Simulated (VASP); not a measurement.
An input for Quantum ESPRESSO's pw.x (written as the equivalent of a VASP run, and not itself run):

```
&CONTROL
  calculation = 'relax'
  pseudo_dir = './pseudo'
  outdir = './out'
  tprnfor = .true.
  tstress = .true.
  nstep = 30
  forc_conv_thr = 3.9e-05
/
&SYSTEM
  ibrav = 0
  nat = 2
  ntyp = 1
  ecutwfc = 84
  occupations = 'smearing'
  smearing = 'methfessel-paxton'
  degauss = 0.00735
  input_dft = 'pbesol'
/
&ELECTRONS
  conv_thr = 7.3e-10
  electron_maxstep = 100
/
&IONS
/
ATOMIC_SPECIES
  Ti 47.867 Ti.upf
CELL_PARAMETERS angstrom
     1.4448712   -2.5025905    0.0000000
     1.4448712    2.5025905    0.0000000
    -0.0000000    0.0000000    4.5850020
ATOMIC_POSITIONS crystal
  Ti   0.3333330  0.6666670  0.2500000
  Ti   0.6666670  0.3333330  0.7500000
K_POINTS automatic
  13 13 7 0 0 0
```

Problem. Translate this input to VASP (INCAR, KPOINTS, POSCAR, choice of POTCAR).

Solution. One answer among several that fit: 
File POSCAR:
```
Ti
1
    1.4448712480    -2.5025904672     0.0000000000
    1.4448712480     2.5025904672     0.0000000000
   -0.0000000000     0.0000000000     4.5850019509
Ti
2
Direct
  0.3333330000   0.6666670000   0.2500000000
  0.6666670000   0.3333330000   0.7500000000
```

KPOINTS:
```
Automatic
0
Gamma
 13 13 7
```

### INCAR
```
SYSTEM = Ti
PREC = Accurate; ENCUT = 400; LREAL = .FALSE.
LASPH = .TRUE.
EDIFF = 1E-8; NELM = 100; ALGO = Normal
LMAXMIX = 4
ISMEAR = 1; SIGMA = 0.1
GGA = PS
IBRION = 1; NSW = 30; ISIF = 2
EDIFFG = -0.001
LWAVE = .FALSE.; LCHARG = .FALSE.
```

POTCAR, in this order: Ti_sv (PBE.64 set). Program: vasp_std.

What does not carry over: the potentials are each code's own (VASP's PAW set, PseudoDojo norm-conserving files in pw.x), so ENCUT and ecutwfc are chosen apart and not converted; conv_thr bounds pw.x's estimated SCF error, while EDIFF bounds the energy change between steps; forc_conv_thr acts on force components and is met together with etot_conv_thr.

The compound is Ti in the hcp structure. It was relaxed first, which changed the volume by -6 %. The start is the result of an earlier pass.
